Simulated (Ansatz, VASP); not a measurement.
# Cross-check of SnSeS between VASP and Ansatz, part 2 of 3

Aim: how closely do two programs agree when they are given the same cell, functional and k mesh? The cell is taken from a series of runs on this material, whose earlier steps may have relaxed, scaled, displaced or heated it; both programs get it as it stands.

VASP 6.6.1 and Ansatz 0.2.0.

So far: The starting structure; VASP: zone-centre phonons, PBEsol, pair 1.

## (3) Ansatz: zone-centre phonons, PBEsol, pair 1

Level of this step: Ansatz beside VASP: Kohn-Sham DFT, plane waves, PBEsol (Ansatz).

Ansatz runs on its PAW soft_1 files.

The same cell, functional and mesh now go to Ansatz, which takes its cutoff from its data sets.

input.yaml

```yaml
crystal:
  lattice:
    - [3.7245322168, 0.0, 0.0]
    - [-1.8622661084, 3.225539517, 0.0]
    - [0.0, 0.0, 30.0]
  atoms:
    - { symbol: Sn, position: [0.0, 0.0, 0.3339251524] }
    - { symbol: S, position: [0.3333333333, 0.6666666667, 0.3823711895] }
    - { symbol: Se, position: [0.6666666667, 0.3333333333, 0.280370325] }
  periodic: [true, true, false]
kpoints:
  mp_grid: { grid: [9, 9, 1] }
hamiltonian:
  xc: pbesol
  pseudopotentials: { kind: paw, azcp: { folder: soft_1 }, xc_functional: pbe }
scf:
  occupations: { method: fixed }
output:
  eigenvalues: true
phonons:
  method: dfpt
```

The run is started by

```sh
$ ansatz run input.yaml --threads 8 --pin off --max-ram 16384MiB --backend cpu --events-out ev --progress --plain --runs-dir out
```

Numbers of over 12 decimals in the logs are rounded to 6 here.

Output:

```text
Engine: ansatz 0.2.0, aarch64-unknown-linux-gnu
Pseudopotentials: kind: paw
Pseudopotential: Sn, paw, valence charge 14, recommended cutoff 420 eV (normal), soft_1/Sn.paw.azcp
Pseudopotential: S, paw, valence charge 6, recommended cutoff 420 eV (normal), soft_1/S.paw.azcp
Pseudopotential: Se, paw, valence charge 16, recommended cutoff 420 eV (normal), soft_1/Se.paw.azcp
Functional definition: PBEsol
  exchange = pbesol_x
  correlation = pbesol_c
Crystal: 3 atoms, lattice volume = 360.409 Å³
Basis set: ecut = 420 eV, 7085 PW (Γ), exchange–correlation on 50×50×432 points (8 copies of the dense FFT grid, shifted against one another)
Bands: 22, of which v1, the nominal top of the filled ones, is band 18 counted from 1 (17 counted from 0)
Symmetry: 6 space group operations
k-points: 25 of 81 (irreducible under 2 space group operations, time reversal used)
Non-local potential: Sn, projectors of the file, l = 0: 2, l = 1: 2, l = 2: 2, l = 3: 1
Non-local potential: S, projectors of the file, l = 0: 2, l = 1: 2, l = 2: 1
Non-local potential: Se, projectors of the file, l = 0: 2, l = 1: 2, l = 2: 3, l = 3: 1
PAW form: soft (Blöchl's): semilocal exchange-correlation on the pseudo side does not see the compensation charge
PAW frozen core: Sn, regenerated for the run's functional, and the local potential with it (the file was generated under x = pbe(κ = 0.804, μ = 0.219515), c = pbe(β = 0.066725))
PAW frozen core: S, regenerated for the run's functional, and the local potential with it (the file was generated under x = pbe(κ = 0.804, μ = 0.219515), c = pbe(β = 0.066725))
PAW frozen core: Se, regenerated for the run's functional, and the local potential with it (the file was generated under x = pbe(κ = 0.804, μ = 0.219515), c = pbe(β = 0.066725))
PAW one-centre angular grid: Sn, 590 points (default); XC on 64 Gauss nodes
PAW one-centre angular grid: S, 110 points (default); XC on 64 Gauss nodes
PAW one-centre angular grid: Se, 590 points (default); XC on 64 Gauss nodes
Initial density: superposition of atomic densities (neutral atoms: chi_scale 0, normalization atom)
Initial wavefunctions: pseudopotential atomic-orbital guess
Functional: x = pbesol(κ = 0.804, μ = 0.123457), c = pbesol(β = 0.046)
SCF iter   1: F=—  HF=-12260.409633 eV  |F-HF|=—  |Δ(HF+E_count)|=         —  Δρ=1.52e-2  dr2=1.26e0  ethr=3.10e-3  ⟨swp⟩=7.7  Hψ=2958  notcnv=0  defer=44
preconditioner: auto → none  [insulator: Δε(μ)=1.263 eV  Ē_g=15.398 eV  n_scr=16 (ndim 8)  ℏωp=10.0 eV  f_vac=0.768  ε∞_Penn≈1.4]
SCF iter   2: F=—  HF=-12260.121592 eV  |F-HF|=—  |Δ(HF+E_count)|=   2.88e-1  Δρ=7.90e-3  dr2=6.72e-1  ethr=3.10e-3  ⟨swp⟩=4.9  Hψ=1464  notcnv=0  defer=44
SCF iter   3: F=—  HF=-12260.219508 eV  |F-HF|=—  |Δ(HF+E_count)|=   9.79e-2  Δρ=7.13e-3  dr2=1.80e0  ethr=1.87e-3  ⟨swp⟩=5.9  Hψ=1108  notcnv=0  defer=49  recentre
SCF iter   4: F=—  HF=-12260.034831 eV  |F-HF|=—  |Δ(HF+E_count)|=   1.85e-1  Δρ=3.94e-3  dr2=1.19e-1  ethr=1.87e-3  ⟨swp⟩=5.0  Hψ=1098  notcnv=0  defer=49
SCF iter   5: F=—  HF=-12260.022932 eV  |F-HF|=—  |Δ(HF+E_count)|=   1.19e-2  Δρ=1.62e-3  dr2=6.20e-3  ethr=3.32e-4  ⟨swp⟩=3.4  Hψ=782  notcnv=0  defer=50
SCF iter   6: F=—  HF=-12260.023049 eV  |F-HF|=—  |Δ(HF+E_count)|=   1.17e-4  Δρ=2.55e-4  dr2=3.73e-4  ethr=1.72e-5  ⟨swp⟩=5.2  Hψ=1272  notcnv=0  defer=50
SCF iter   7: F=—  HF=-12260.022968 eV  |F-HF|=—  |Δ(HF+E_count)|=   8.10e-5  Δρ=7.43e-5  dr2=4.99e-5  ethr=1.04e-6  ⟨swp⟩=3.0  Hψ=1151  notcnv=0  defer=50
SCF iter   8: F=—  HF=-12260.022966 eV  |F-HF|=—  |Δ(HF+E_count)|=   2.10e-6  Δρ=2.80e-5  dr2=5.76e-6  ethr=1.39e-7  ⟨swp⟩=2.9  Hψ=822  notcnv=0  defer=50
SCF iter   9: F=—  HF=-12260.022966 eV  |F-HF|=—  |Δ(HF+E_count)|=   4.15e-7  Δρ=7.51e-6  dr2=1.55e-7  ethr=1.60e-8  ⟨swp⟩=3.0  Hψ=1113  notcnv=0  defer=50
SCF iter  10: F=—  HF=-12260.023011 eV  |F-HF|=—  |Δ(HF+E_count)|=   4.47e-5  Δρ=2.58e-6  dr2=1.41e-8  ethr=4.30e-10  ⟨swp⟩=3.2  Hψ=1223  notcnv=0  defer=50
SCF iter  11: F=—  HF=-12260.023011 eV  |F-HF|=—  |Δ(HF+E_count)|=   3.54e-9  Δρ=4.15e-7  dr2=1.00e-9  ethr=3.93e-11  ⟨swp⟩=3.8  Hψ=1255  notcnv=0  defer=49
SCF iter  12: F=—  HF=-12260.023011 eV  |F-HF|=—  |Δ(HF+E_count)|=  1.04e-10  Δρ=1.35e-7  dr2=2.45e-10  ethr=2.78e-12  ⟨swp⟩=3.0  Hψ=1026  notcnv=0  defer=49
SCF iter  13: F=-12260.023011 eV  HF=-12260.023011 eV  |F-HF|=5.09e-11  |Δ(HF+E_count)|=  3.64e-12  Δρ=4.30e-8  dr2=5.43e-12  ethr=1.00e-12  ⟨swp⟩=24.0  Hψ=5576  notcnv=0
SCF 1 converged in 13 iterations: F = -12260.023011 eV  dr2 = 5.43e-12
  greatest PAW one-centre occupation: 1.000 electrons in one spin orbital (limit 2), on the Se atom at site 2 (counted from 0), in its partial waves of l = 2
DFPT response loops at Γ: preconditioner auto → none (the input reference at scf.mixing.eps_inf says where Resta's filter doesn't serve); β = 0.50; Broyden in place of MSR1
SCF converged after 13 iterations
Free energy (F): -12260.023011 eV
Harris-Foulkes:  -12260.023011 eV  (|F-HF|=5.09e-11)
Internal energy: -12260.023011 eV  (E = F + TS)
E sigma→0 (E₀):  -12260.023011 eV
Fermi energy:    -6.164172 eV
--- Per-component energies (eV) ---
  E_band       = -980.945381
  E_kinetic    = 384.699878
  E_local      = -63241.748420  (includes V_loc(G=0)·N_el)
  E_nonlocal   = -170.964746
  E_hartree    = 31412.457960
  E_xc         = -296.240012
  E_vxc        = -252.070626  (∫ρ·V_xc dr)
  E_paw        = -6976.770549  (= ΣΔE_a)
  E_vpaw       = -525.777353  (= ΣTr[D̂ρ^β])
  E_aug_tail   = -0.000087  (compensation charges beyond the density's cutoff)
  E_ewald      = 26627.187726
  E_core_change = 1.355241  (= ΣΔE_core)
  E_smearing   = -0.000000  (= −TS)
  E_closure    = 0.000000  (closes the sum)
  Σ components = -12260.023011   (vs F -12260.023011, Δ=0.00e0)
--- Band table (eV; the first three rows and the last of 25) ---
  k-point 0: bands = [... 14 lower, -7.1042, -7.1042, -6.1642, -6.1642, -4.3934, -2.9257, -1.3599, -1.3599]
  k-point 1: bands = [... 14 lower, -7.3753, -7.3503, -6.9053, -6.1888, -3.8868, -2.2940, -1.4886, -1.0634]
  k-point 2: bands = [... 14 lower, -8.0005, -7.9115, -7.1755, -6.3174, -3.9961, -1.9816, -0.6315, -0.4981]
  k-point 24: bands = [... 14 lower, -9.5721, -8.4521, -7.5411, -6.7569, -3.9781, -1.2108, -0.4793, -0.0167]
--- Phonons (Γ-DFPT): 6 representative perturbations + reference, on 25 of 81 k-points (Σ response iterations 25) ---
  k mesh reduced under 2 symmetry operations, with k and −k counted as one. Each operation leaves every solved perturbation unchanged. A smaller set is not used because it would not reduce the number of displacements times k-points to solve
  ASR residual: 9.205e-5 → 0.000e0 eV/Å²; symmetrization residual: 7.320e-6 eV/Å²
  ASR residual per site (eV/Å²): 9.20e-5 1.25e-5 5.28e-5
  Γ frequencies (cm⁻¹): 0.00 0.00 0.00 133.61 133.61 187.53 187.53 221.80 324.96
  non-analytic LO–TO correction: not included (Born effective charges unavailable; polar crystals: no LO–TO splitting at Γ)
```

## (4) Differences

Known differences besides the potentials themselves: fixed occupations in Ansatz, narrow Gaussian smearing in VASP; Ansatz cuts the interaction across the vacuum, VASP repeats the sheet without a dipole correction; the data sets hold 36 valence electrons in Ansatz (on its PAW soft_1 files) and 26 in VASP; the cutoff is 420 eV in Ansatz and 500 eV in VASP; Ansatz makes its cores anew for this functional, VASP keeps those of its PBE data sets. Total energies have different zeros and are not compared.

Compared:

```
                  quantity  Ansatz   VASP  difference
optical mode 1 to 2 (cm⁻¹)   133.6  133.7     -0.05 %
optical mode 3 to 4 (cm⁻¹)   187.5  185.8     +0.93 %
     optical mode 5 (cm⁻¹)   221.8  222.4     -0.27 %
     optical mode 6 (cm⁻¹)   325.0  325.5     -0.16 %
```

Modes are paired by rising frequency, not by their patterns, so a pair may set unlike modes beside each other; they are those without the splitting of longitudinal modes. Where the cell holds vacuum, a pressure given here is an average over it and none of the material.

## (5) Ansatz: zone-centre phonons, PBEsol, pair 2

Second derivatives magnify differences that forces hide, and they need a tight electronic threshold.

The cell is taken from a series of runs on this material, whose earlier steps may have relaxed, scaled, displaced or heated it; both programs get it as it stands.

input.yaml, the sections that differ from step 3:

```yaml
crystal:
  lattice:
    - [3.761777539, 0.0, 0.0]
    - [-1.8808887695, 3.225539517, 0.0]
    - [0.0, 0.0, 30.0]
  atoms:
    - { symbol: Sn, position: [0.0001483201, 0.0002966402, 0.3339240074] }
    - { symbol: S, position: [0.3334649426, 0.6669298851, 0.3821563598] }
    - { symbol: Se, position: [0.6663867374, 0.3327734747, 0.2805862997] }
  periodic: [true, true, false]
# kpoints, hamiltonian, scf, output, phonons: as in step 3
```

Output:

```text
zone centre: on kpoints.mp_grid the ground state, and the responses unless they are solved on pairs of k-points, stand on 25 of the mesh's 81 k-points, reduced under 2 symmetry operations, with k and −k counted as one. Each operation leaves every solved displacement unchanged or reverses it
[...]
Crystal: 3 atoms, lattice volume = 364.013 Å³
[...]
k-point 2: bands = [... 14 lower, -7.9927, -7.9872, -7.1596, -6.3928, -4.0758, -2.0705, -0.6396, -0.5984]
  k-point 24: bands = [... 14 lower, -9.5524, -8.4720, -7.5333, -6.7454, -3.9848, -1.2011, -0.4606, -0.0343]
[...]
ASR residual: 1.876e-4 → 0.000e0 eV/Å²; symmetrization residual: 9.755e-6 eV/Å²
  ASR residual per site (eV/Å²): 1.31e-4 1.88e-4 9.59e-5
  Γ frequencies (cm⁻¹): 0.00 0.00 0.00 132.57 133.64 183.27 188.09 219.76 321.66
[...]
[key lines of the parts left out:]
SCF converged after 12 iterations
Free energy (F): -12260.020494 eV
Fermi energy:    -6.195813 eV
```

## (6) VASP: zone-centre phonons, PBEsol, pair 2

The same cell, functional and mesh now go to VASP, with its own data sets.

INCAR

```
SYSTEM = SnSeS
PREC = Accurate
ENCUT = 500
EDIFF = 1E-08
NELM = 120
ISMEAR = 0
SIGMA = 0.01
LREAL = .FALSE.
ALGO = Normal
GGA = PS
NBANDS = 19
LORBIT = 11
LWAVE = .FALSE.
LCHARG = .FALSE.
ISIF = 2
IBRION = 8
LASPH = .TRUE.
GGA_COMPAT = .FALSE.
EFERMI = MIDGAP
NELMDL = -8
KPAR = 2
```

POSCAR

```
SnSeS
1.0
    3.7617775390      0.0000000000      0.0000000000
   -1.8808887695      3.2255395170      0.0000000000
    0.0000000000      0.0000000000     30.0000000000
Sn S Se
1 1 1
Direct
    0.0001483201      0.0002966402      0.3339240074
    0.3334649426      0.6669298851      0.3821563598
    0.6663867374      0.3327734747      0.2805862997
```

KPOINTS

```
Automatic mesh
0
Gamma
9 9 1
0 0 0
```

Potentials, in the order of the species: Sn_d, S and Se (PBE family, release 64).

The run is started by

```sh
$ mpirun -np 2 vasp_std
```

Output:

```text
[banner, memory and clock lines left out]
running    2 mpi-ranks, on    1 nodes
[...]
[... a notice as in an earlier step ...]

 LDA part: xc-table for (Slater+PW92), standard interpolation
 POSCAR, INCAR and KPOINTS ok, starting setup
[...]
entering main loop
       N       E                     dE             d eps       ncg     rms          rms(c)
DAV:   1     0.179774399435E+03    0.17977E+03   -0.10411E+04  1142   0.100E+03
DAV:   2     0.927258790884E+01   -0.17050E+03   -0.16608E+03  1277   0.219E+02
DAV:   3    -0.132642941943E+02   -0.22537E+02   -0.22388E+02  1217   0.925E+01
DAV:   4    -0.139156272779E+02   -0.65133E+00   -0.65000E+00  1346   0.189E+01
[...]
DAV:  28    -0.135407613257E+02   -0.69238E-07    0.16173E-10  1073   0.632E-05    0.191E-05
DAV:  29    -0.135407613472E+02   -0.21514E-07    0.43506E-10   979   0.522E-05    0.938E-06
DAV:  30    -0.135407613507E+02   -0.35643E-08    0.52589E-10   899   0.223E-05
   1 F= -.13540761E+02 E0= -.13540761E+02  d E =0.000000E+00
[...]
RMM:   7    -0.783842125430E-01   -0.43132E-05   -0.85303E-08  1922   0.148E-03    0.361E-04
RMM:   8    -0.783847694985E-01   -0.55696E-06    0.88311E-08  1967   0.473E-04    0.663E-05
RMM:   9    -0.783847769824E-01   -0.74839E-08    0.90672E-08  2035   0.178E-04    0.186E-05
 first order change of Fermi-energy  -0.35341E+00
 force on displaced ion       3 direction 2 :  -0.000  -3.459  -0.071
 Linear response progress:
  Degree of freedom:   9/  9
       N       E                     dE             d eps       ncg     rms          rms(c)
RMM:   1    -0.117903384218E+00   -0.11790E+00    0.54993E-02  2164   0.153E+00
RMM:   2    -0.116161996592E+00    0.17414E-02   -0.24056E-03  1713   0.257E-01    0.106E-01
RMM:   3    -0.115906044624E+00    0.25595E-03   -0.32829E-04  1852   0.988E-02    0.474E-02
RMM:   4    -0.115848141830E+00    0.57903E-04   -0.57453E-05  1926   0.435E-02    0.272E-02
[...]
RMM:  16    -0.115829754682E+00   -0.94809E-08    0.11419E-07  1996   0.418E-05    0.737E-06
RMM:  17    -0.115829777650E+00   -0.22968E-07   -0.70528E-08  1919   0.280E-05    0.360E-06
RMM:  18    -0.115829785182E+00   -0.75322E-08    0.93868E-09  1884   0.227E-05    0.158E-06
 first order change of Fermi-energy  -0.14873E+01
 force on displaced ion       3 direction 3 :   0.000  -0.065  -9.605
 Linear response finished
```

From OUTCAR (step 6):

```text
  Total       -0.4869334     -0.1145070      0.0218322      0.0000000      0.0001396      0.0000000
  in kB       -2.1432033     -0.5039946      0.0960931      0.0000000      0.0006144      0.0000000
  external PRESSURE =      -0.8503683 kB  Pullay stress =       0.0000000 kB

 POSITION                                       TOTAL-FORCE (eV/Angst)
 -----------------------------------------------------------------------------------
      0.00000      0.00096     10.01772        -0.000000      0.000529      0.009526
      0.00000      2.15121     11.46469        -0.000000     -0.000249      0.008692
      1.88089      1.07337      8.41759         0.000000     -0.000280     -0.018218
 -----------------------------------------------------------------------------------
    total drift:                               -0.000000      0.000171      0.000111

[... 2 further parts left out ...]
```

## (7) Differences

What differs besides the data sets and the points named for the pairs above, as far as they apply: the data sets hold 36 valence electrons in Ansatz (on its PAW soft_1 files) and 26 in VASP. Total energies have different zeros and are not compared.

Compared:

```
             quantity  Ansatz   VASP  difference
optical mode 1 (cm⁻¹)   132.6  132.7     -0.08 %
optical mode 2 (cm⁻¹)   133.6  133.7     -0.04 %
optical mode 3 (cm⁻¹)   183.3  181.6     +0.92 %
optical mode 4 (cm⁻¹)   188.1  186.4     +0.88 %
optical mode 5 (cm⁻¹)   219.8  220.3     -0.25 %
optical mode 6 (cm⁻¹)   321.7  322.3     -0.19 %
```

Modes are paired by rising frequency, not by their patterns, so a pair may set unlike modes beside each other; they are those without the splitting of longitudinal modes. Where the cell holds vacuum, a pressure given here is an average over it and none of the material.

(Part 2 of 3 ends here.)

[Lines on the potential files, build, host, timing and source positions are cut from VASP's logs without a mark.]

[Logs are printed without paths, hosts, clocks, repeated set-up lines and the standing remarks that a program may print on its own settings, such as how far it seeks lower states.]

[Hosts, paths, dates, database ids (printed as entryN), source tags and the programs' standing remarks are cut or masked in the printed files.]
